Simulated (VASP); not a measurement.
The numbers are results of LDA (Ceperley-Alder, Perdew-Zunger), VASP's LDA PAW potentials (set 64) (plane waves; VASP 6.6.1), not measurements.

Input for VASP

INCAR:
```
# general
SYSTEM  = KZnF3
PREC    = Accurate
ENCUT   = 520
LREAL   = F
LASPH   = T
ICHARG  = 11

# electronic loop
EDIFF   = 1E-7
NELM    = 100
ALGO    = Normal
LMAXMIX = 4

# smearing
ISMEAR  = 0
SIGMA   = 0.05

# output
LWAVE   = F
LCHARG  = F
LORBIT  = 11
```

**POSCAR**
```
KZnF3
1.0
  3.9794619424   0.0000000000   0.0000000000
  0.0000000000   3.9794619424   0.0000000000
  0.0000000000   0.0000000000   3.9794619424
K Zn F
1 1 3
Cartesian
  0.0000000000   0.0000000000   0.0000000000
  1.9897309712   1.9897309712   1.9897309712
  1.9897309712   0.0000000000   1.9897309712
  0.0000000000   1.9897309712   1.9897309712
  1.9897309712   1.9897309712   0.0000000000
```

KPOINTS:
```
k-points along high-symmetry lines
15
Line-mode
Reciprocal
  0.000000   0.000000   0.000000 ! GAMMA
  0.000000   0.500000   0.000000 ! X

  0.000000   0.500000   0.000000 ! X
  0.500000   0.500000   0.000000 ! M

  0.500000   0.500000   0.000000 ! M
  0.000000   0.000000   0.000000 ! GAMMA

  0.000000   0.000000   0.000000 ! GAMMA
  0.500000   0.500000   0.500000 ! R

  0.500000   0.500000   0.500000 ! R
  0.000000   0.500000   0.000000 ! X

  0.500000   0.500000   0.500000 ! R
  0.500000   0.500000   0.000000 ! M
```

POTCAR, in this order: K_sv Zn F (LDA.64 set). Program: vasp_std. Read from the step before: CHGCAR.

Output

**OSZICAR**
```
       N       E                     dE             d eps       ncg     rms          rms(c)
DAV:   1     0.448362117910E+03    0.44836E+03   -0.22769E+04  4500   0.206E+03
DAV:   2     0.159109630959E+02   -0.43245E+03   -0.42103E+03  5280   0.512E+02
DAV:   3    -0.217329722266E+02   -0.37644E+02   -0.37190E+02  5384   0.155E+02
DAV:   4    -0.226531566183E+02   -0.92018E+00   -0.91878E+00  7069   0.231E+01
DAV:   5    -0.226682577712E+02   -0.15101E-01   -0.15091E-01  6120   0.225E+00
DAV:   6    -0.226686248565E+02   -0.36709E-03   -0.36699E-03  6481   0.266E-01
DAV:   7    -0.226686332603E+02   -0.84038E-05   -0.84026E-05  6087   0.320E-02
DAV:   8    -0.226686333156E+02   -0.55291E-07   -0.55307E-07  5768   0.338E-03
   1 F= -.22668633E+02 E0= -.22668633E+02  d E =-.222629E-14
```

File OUTCAR:
```
 val. band max:       -0.6344488877   @ k =   0.5000   0.5000   0.5000

 cond. band min:       3.1008144267   @ k =   0.0000   0.0000   0.0000



 k-point     1 :       0.0000    0.0000    0.0000
  band No.  band energies     occupation
      1     -27.3709      2.00000
      2     -22.2625      2.00000
      3     -21.5184      2.00000
      4     -21.5184      2.00000
      5     -11.1166      2.00000
      6     -11.1166      2.00000
      7     -11.1166      2.00000
      8      -5.2571      2.00000
      9      -5.2571      2.00000
     10      -5.2571      2.00000
     11      -4.2320      2.00000
     12      -4.2320      2.00000
     13      -4.2320      2.00000
     14      -3.8131      2.00000
     15      -3.8131      2.00000
     16      -3.0037      2.00000
     17      -3.0037      2.00000
     18      -3.0037      2.00000
     19      -2.7487      2.00000
     20      -2.7487      2.00000
     21      -2.7487      2.00000
     22       3.1008      0.00000
     23       7.5943      0.00000
     24       7.5943      0.00000
     25       8.5505      0.00000

 k-point     2 :       0.0000    0.0357    0.0000
  band No.  band energies     occupation
      1     -27.3705      2.00000
      2     -22.2608      2.00000
      3     -21.5201      2.00000
      4     -21.5183      2.00000
      5     -11.1163      2.00000
      6     -11.1157      2.00000
      7     -11.1157      2.00000
      8      -5.2864      2.00000
      9      -5.2564      2.00000
     10      -5.2564      2.00000
     11      -4.2391      2.00000
     12      -4.2391      2.00000
     13      -4.2319      2.00000
     14      -3.8130      2.00000
     15      -3.7984      2.00000
     16      -3.0070      2.00000
     17      -3.0000      2.00000
     18      -3.0000      2.00000
     19      -2.7481      2.00000
     20      -2.7478      2.00000
     21      -2.7478      2.00000
     22       3.1283      0.00000
     23       7.6067      0.00000
     24       7.6089      0.00000
...
```

The density is held fixed in this step, so its total energy and stress have no physical meaning.

The compound is KZnF3 in the cubic perovskite structure. It was relaxed first, which changed the volume by -5 %.
